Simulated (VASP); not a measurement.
Consider the following.

```
ZrO2
1.0
    0.00000     2.57478     2.57478
    2.57478     0.00000     2.57478
    2.57478     2.57478     0.00000
Zr O
1 2
Direct
  0.00000   0.00000   0.00000
  0.25000   0.25000   0.25000
  0.75000   0.75000   0.75000
```

These are PBE GGA, VASP's PBE PAW potentials (set 64) (plane waves; VASP) values and carry that method's errors. Settings: 400 eV cut-off, 6×6×6 Γ-centred mesh, Fermi-Dirac smearing of 0.050 eV, potentials Zr_sv O.

Question: Give the energies of bands 7 to 15 at the high-symmetry points, in eV from the valence-band maximum.

Answer: 
```csv
band,Γ,X,U,L,W
7,-5.03,-5.72,-5.14,-4.05,-4.59
8,-5.03,-3.09,-3.52,-4.05,-4.52
9,-5.03,-3.09,-3.00,-2.46,-2.32
10,-0.51,-1.46,-2.13,-2.44,-2.32
11,-0.51,-1.46,-1.19,-1.61,-1.33
12,-0.51,0.00,-0.32,-1.61,-0.19
13,3.27,3.68,3.90,3.87,4.30
14,3.27,4.56,4.57,3.87,4.42
15,6.33,5.53,5.87,5.78,6.00
```

The gap is indirect, 3.27 eV, from the valence maximum at X to the conduction minimum at Γ.

The structure is a typed ZrO2 crystal (Fm-3m). The cell was not relaxed at this level.
